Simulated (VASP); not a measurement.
These are HSE06 screened hybrid, VASP's PBE PAW potentials (set 64) (plane waves; VASP 6.6.1) values and carry that method's errors.

Input for VASP

POSCAR:
```
CuI
1
    0.0000000000     3.0343780000     3.0343780000
    3.0343780000     0.0000000000     3.0343780000
    3.0343780000     3.0343780000     0.0000000000
Cu I
1 1
Direct
  0.0000000000   0.0000000000   0.0000000000
  0.2500000000   0.2500000000   0.2500000000
```

### INCAR
```
SYSTEM = CuI
PREC = Accurate
ENCUT = 300
EDIFF = 1E-6
NELM = 100
ALGO = Normal
LREAL = .FALSE.
LASPH = .TRUE.
ISMEAR = 0
SIGMA = 0.02
GGA = PE
HFSCREEN = 0.2
AEXX = 0.25
LHFCALC = .TRUE.
PRECFOCK = Fast
ISYM = 3
LMAXMIX = 4
LWAVE = .FALSE.
LCHARG = .FALSE.
ISIF = 2
```

KPOINTS:
```
Regular mesh
0
gamma
3 3 3
0 0 0
```

POTCAR, in this order: Cu I (PBE.64 set). Program: vasp_std.

The run wrote:

File OUTCAR:
```
 ion  position               nearest neighbor table
   1  0.000  0.000  0.000-   2 2.63   2 2.63   2 2.63   2 2.63
   2  0.250  0.250  0.250-   1 2.63   1 2.63   1 2.63   1 2.63
  LATTYP: Found a face centered cubic cell.
 ALAT       =     6.0687560000
 Subroutine PRICEL returns:
 Original cell was already a primitive cell.
 Subroutine GETGRP returns: Found 24 space group operations
The static configuration has the point symmetry T_d .
The dynamic configuration has the point symmetry T_d .
 Subroutine INISYM returns: Found 24 space group operations
 Subroutine IBZKPT returns following result:
 Found      4 irreducible k-points:

 Following reciprocal coordinates:
            Coordinates               Weight
  0.000000  0.000000  0.000000      1.000000
  0.333333  0.000000  0.000000      8.000000
  0.333333  0.333333  0.000000      6.000000
 -0.333333  0.333333  0.000000     12.000000
 Subroutine IBZKPT_HF returns following result:
   k-points           NKPTS =      4   k-points in BZ     NKDIM =     27   number of bands    NBANDS=     13
   number of dos      NEDOS =    301   number of ions     NIONS =      2
   total plane-waves  NPLWV =  13824
   dimension x,y,z NGX =    24 NGY =   24 NGZ =   24
   dimension x,y,z NGXF=    48 NGYF=   48 NGZF=   48
   ions per type =               1   1
   PREC   = accura    normal or accurate (medium, high low for compatibility)
   ISTART =      0    job   : 0-new  1-cont  2-samecut
   ICHARG =      2    charge: 1-file 2-atom 10-const
   ISPIN  =      1    spin polarized calculation?
   LNONCOLLINEAR =      F non collinear calculations
   LSORBIT =      F    spin-orbit coupling
   INIWAV =      1    electr: 0-lowe 1-rand  2-diag
   ENCUT  =  300.0 eV  22.05 Ry    4.70 a.u.   6.06  6.06  6.06*2*pi/ulx,y,z
   NELM   =    100;   NELMIN=  2; NELMDL= -5     # of ELM steps
   EDIFF  = 0.1E-05   stopping-criterion for ELM
   LREAL  =      F    real-space projection
   NLSPLINE    = F    spline interpolate recip. space projectors
   LMAXMIX     =    4 max onsite mixed and CHGCAR
...
```

### OSZICAR
```
       N       E                     dE             d eps       ncg     rms          rms(c)
DAV:   1    -0.149708106189E+04   -0.14971E+04   -0.59198E+03   104   0.938E+02
DAV:   2    -0.158676538591E+04   -0.89684E+02   -0.86129E+02   109   0.236E+02
DAV:   3    -0.159271202900E+04   -0.59466E+01   -0.59177E+01   139   0.649E+01
DAV:   4    -0.159288261507E+04   -0.17059E+00   -0.17048E+00   141   0.119E+01
DAV:   5    -0.618527397802E+01    0.15867E+04   -0.91454E+00   119   0.696E+01    0.485E+00
DAV:   6    -0.637010866459E+01   -0.18483E+00   -0.82864E-01   129   0.172E+01    0.455E+00
DAV:   7    -0.634165960123E+01    0.28449E-01   -0.15123E-01   134   0.154E+01    0.270E+00
DAV:   8    -0.634291976460E+01   -0.12602E-02   -0.18122E-02   124   0.110E+00    0.179E+00
DAV:   9    -0.634177103939E+01    0.11487E-02   -0.39839E-03   134   0.219E+00    0.108E+00
DAV:  10    -0.634168585245E+01    0.85187E-04   -0.93342E-04   161   0.505E-01    0.546E-01
DAV:  11    -0.634171345241E+01   -0.27600E-04   -0.17607E-04   161   0.243E-01    0.297E-01
DAV:  12    -0.634175180183E+01   -0.38349E-04   -0.50934E-05   119   0.943E-02    0.173E-01
DAV:  13    -0.634178177111E+01   -0.29969E-04   -0.18876E-05   132   0.359E-02    0.951E-02
DAV:  14    -0.634179987543E+01   -0.18104E-04   -0.74657E-06   119   0.281E-02    0.525E-02
DAV:  15    -0.634181020335E+01   -0.10328E-04   -0.36133E-06   124   0.146E-02    0.297E-02
DAV:  16    -0.634181575516E+01   -0.55518E-05   -0.16373E-06   106   0.971E-03    0.168E-02
DAV:  17    -0.634181866895E+01   -0.29138E-05   -0.71950E-07    97   0.650E-03    0.972E-03
DAV:  18    -0.634182023509E+01   -0.15661E-05   -0.45250E-07    87   0.545E-03    0.555E-03
DAV:  19    -0.634182101114E+01   -0.77604E-06   -0.21375E-07    82   0.433E-03
   1 F= -.63418210E+01 E0= -.63418210E+01  d E =-.163377E-15
```

**OUTCAR**
```
------------------------ aborting loop because EDIFF is reached ----------------------------------------
  FORCE on cell =-STRESS in cart. coord.  units (eV):
  Direction    XX          YY          ZZ          XY          YZ          ZX
  --------------------------------------------------------------------------------------
  Total        0.3073966      0.3073966      0.3073966      0.0000000      0.0000000     -0.0000000
  in kB        8.8139496      8.8139496      8.8139496      0.0000000      0.0000000     -0.0000000
  external PRESSURE =       8.8139496 kB  Pullay stress =       0.0000000 kB
  volume of cell :       55.88
      direct lattice vectors                 reciprocal lattice vectors
     0.000000000  3.034378000  3.034378000    -0.164778416  0.164778416  0.164778416
     3.034378000  0.000000000  3.034378000     0.164778416 -0.164778416  0.164778416
     3.034378000  3.034378000  0.000000000     0.164778416  0.164778416 -0.164778416
  FREE ENERGIE OF THE ION-ELECTRON SYSTEM (eV)
  ---------------------------------------------------
  free  energy   TOTEN  =        -6.3418210111 eV

  energy  without entropy=       -6.3418210111  energy(sigma->0) =       -6.34182101

  exchange ACFDT corr.  =         0.00000000  see jH, gK, PRB 81, 115126
```
(Selected blocks of OUTCAR.)

### OUTCAR
```
 val. band max:        3.4420607080   @ k =   0.0000   0.0000   0.0000

 cond. band min:       6.0845856814   @ k =   0.0000   0.0000   0.0000


 Fermi energy:         3.5509497940

 k-point     1 :       0.0000    0.0000    0.0000
  band No.  band energies     occupation
      1     -11.2395      2.00000
      2      -0.5204      2.00000
      3      -0.5202      2.00000
      4      -0.5202      2.00000
      5       0.9758      2.00000
      6       0.9758      2.00000
      7       3.4419      2.00000
      8       3.4421      2.00000
      9       3.4421      2.00000
     10       6.0846      0.00000
     11       9.7822      0.00000
     12       9.7822      0.00000
     13       9.7823      0.00000

 k-point     2 :       0.3333    0.0000    0.0000
  band No.  band energies     occupation
      1     -10.7981      2.00000
      2      -1.6105      2.00000
      3      -0.4350      2.00000
      4      -0.4349      2.00000
      5       0.9755      2.00000
      6       0.9755      2.00000
      7       1.3667      2.00000
      8       2.8121      2.00000
      9       2.8123      2.00000
     10       7.1930      0.00000
     11      10.3837      0.00000
     12      10.3838      0.00000
     13      11.3631      0.00000

 k-point     3 :       0.3333    0.3333    0.0000
  band No.  band energies     occupation
      1     -10.6495      2.00000
      2      -1.6816      2.00000
      3      -0.3897      2.00000
      4      -0.3896      2.00000
      5       0.8759      2.00000
      6       1.0353      2.00000
      7       1.6458      2.00000
      8       1.9380      2.00000
      9       1.9381      2.00000
     10       7.7091      0.00000
     11       8.1607      0.00000
     12      12.5460      0.00000
     13      12.9707      0.00000

 k-point     4 :      -0.3333    0.3333    0.0000
  band No.  band energies     occupation
      1     -10.4747      2.00000
      2      -1.5388      2.00000
      3      -1.0891      2.00000
...
```

At this cut-off the stress carries a Pulay error, which pulls relaxed volumes low.  Unless said otherwise, spin-orbit coupling is left out, though it shifts the bands of the heavy elements here.

The structure is a typed CuI crystal. The cell was not relaxed at this level. The k-mesh is coarse (spacing up to 0.60 per Å, 2π included), so the numbers may not be converged in it. The run is one of a series of settings (AEXX = 0.25, HFSCREEN = 0.2, ISYM = 3, LHFCALC = .TRUE., PRECFOCK = Fast, KPOINTS 3×3×3 Γ-centred mesh against the base run), some of them coarse on purpose.
